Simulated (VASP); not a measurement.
VASP ran on this input.

INCAR:
```
SYSTEM = ZrO2
PREC = Accurate
ENCUT = 240
EDIFF = 1E-6
NELM = 100
ALGO = Normal
LREAL = .FALSE.
LASPH = .TRUE.
ISMEAR = 0
SIGMA = 0.01
GGA = PE
LMAXMIX = 4
LWAVE = .FALSE.
LCHARG = .FALSE.
ISIF = 2
```

File POSCAR:
```
ZrO2
1.0
  5.2302690000   0.0000000000   0.0000000000
  0.0000000000   5.3054860000   0.0000000000
 -0.8867980000   0.0000000000   5.3353840000
Zr O
4 8
Cart
  3.0841682334   5.0818597651   4.2170875136
  1.2593027666   0.2236262349   1.1182964864
  0.8159037666   2.4291167651   3.7859884864
  3.5275672334   2.8763692349   1.5493955136
 -0.3863198388   0.8822492669   4.5021570807
  4.7297908388   4.4232367331   0.8332269193
  4.2863918388   3.5349922669   3.5009189193
  0.0570791611   1.7704937331   1.8344650807
  2.8613316611   1.3657382061   0.1141772176
  1.4821393389   3.9397477939   5.2212067824
  1.9255383389   4.0184812061   2.5535147824
  2.4179326611   1.2870047939   2.7818692176
```

### KPOINTS
```
Automatic mesh
0
Gamma
3 3 3
0 0 0
```

POTCAR, in this order: Zr_sv O (PBE.64 set). Program: vasp_std.

### Question
Translate this PBE calculation to Ansatz.

### Answer
One equivalent input (not run):
Ansatz 0.2 input:
```yaml
crystal:
  lattice:
    - [5.2302690, 0.0000000, 0.0000000]
    - [0.0000000, 5.3054860, 0.0000000]
    - [-0.8867980, 0.0000000, 5.3353840]
  atoms:
    - { symbol: Zr, position: [0.7236900, 0.9578500, 0.7904000] }
    - { symbol: Zr, position: [0.2763100, 0.0421500, 0.2096000] }
    - { symbol: Zr, position: [0.2763100, 0.4578500, 0.7096000] }
    - { symbol: Zr, position: [0.7236900, 0.5421500, 0.2904000] }
    - { symbol: O, position: [0.0692100, 0.1662900, 0.8438300] }
    - { symbol: O, position: [0.9307900, 0.8337100, 0.1561700] }
    - { symbol: O, position: [0.9307900, 0.6662900, 0.6561700] }
    - { symbol: O, position: [0.0692100, 0.3337100, 0.3438300] }
    - { symbol: O, position: [0.5507000, 0.2574200, 0.0214000] }
    - { symbol: O, position: [0.4493000, 0.7425800, 0.9786000] }
    - { symbol: O, position: [0.4493000, 0.7574200, 0.4786000] }
    - { symbol: O, position: [0.5507000, 0.2425800, 0.5214000] }
kpoints:
  mp_grid: { grid: [3, 3, 3] }
hamiltonian:
  xc: pbe
  pseudopotentials: { kind: paw }
scf:
  occupations: { method: gaussian, width: 0.01 }
  max_iter: 100
output: { forces: true, stress: true, eigenvalues: true }
```
Limits of the translation: each code has its own PAW files, so the cut-off isn't converted (ENCUT is set for VASP's; basis.ecutwfc is left out, and Ansatz then takes the one that its files recommend); Ansatz stops its SCF on the density residual and VASP on the energy change (EDIFF).

The structure comes from a computed database's ZrO2 entry, a phase known from measurement. The cell was not relaxed at this level. The run is one of a series of settings (ENCUT = 240, KPOINTS 3×3×3 Γ-centred mesh against the base run), some of them coarse on purpose.
